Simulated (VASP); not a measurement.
Write the native input for VASP 6.6.1 that does the following.

| Item | Value |
| --- | --- |
| Task | single point |
| Functional | PBE |
| Potentials or basis | VASP PAW PBE potentials, release 64 (Hg, Pb_d, F) |
| Cutoff | 520 eV |
| k mesh | 10 × 10 × 6 |
| Occupations | gaussian, width 0.1 eV |
| Spin | no spin polarisation |
| Dipole correction | no |
| Further INCAR settings | ALGO = Fast; EDIFF = 1e-06; NBANDS = 36 |

The structure of HgPbF4 lies in POSCAR:

```
HgPbF4
1.0
    4.1762175376      0.0000000000      0.0000000000
    0.0000000000      4.1762175376      0.0000000000
    0.0000000000      0.0000000000      7.4854532823
Hg Pb F
1 1 4
Direct
    0.0000000000      0.0000000000      0.0000000000
    0.5000000000      0.5000000000      0.5000000000
    0.0000000000      0.0000000000      0.6634537660
    0.5000000000      0.0000000000      0.0000000000
    0.0000000000      0.5000000000      0.0000000000
    0.0000000000      0.0000000000      0.3365462340
```

The cell was built by a generator and needn't be a form met in nature.

These files were run (other wordings do the same):

INCAR

```
PREC = Accurate ; ENCUT = 520
EDIFF = 1E-6 ; ISMEAR = 0
SIGMA = 0.1 ; LREAL = F
LASPH = T ; NELM = 100
ALGO = Fast ; ISIF = 2
LWAVE = F ; LCHARG = T
GGA = PE ; LELF = T
LVHAR = T ; NBANDS = 36
```

KPOINTS

```
Automatic mesh
0
Gamma
  10 10 6
```

Potentials or basis: VASP PAW PBE potentials, release 64 (Hg, Pb_d, F).

Run with:

```bash
$ cat potpaw_PBE.64/Hg/POTCAR potpaw_PBE.64/Pb_d/POTCAR potpaw_PBE.64/F/POTCAR > POTCAR
$ mpirun -np 1 vasp_std > vasp.out
```

It gave:

* Pressure: 0.4 GPa
* Largest force: 0.020 eV/Å
* Band gap on the k mesh: none (metal or under the smearing width)

Wall time 5.4 min on 1 thread of Intel(R) Xeon(R) 6975P-C (Granite Rapids) (shared host), peak memory 0.48 GiB.
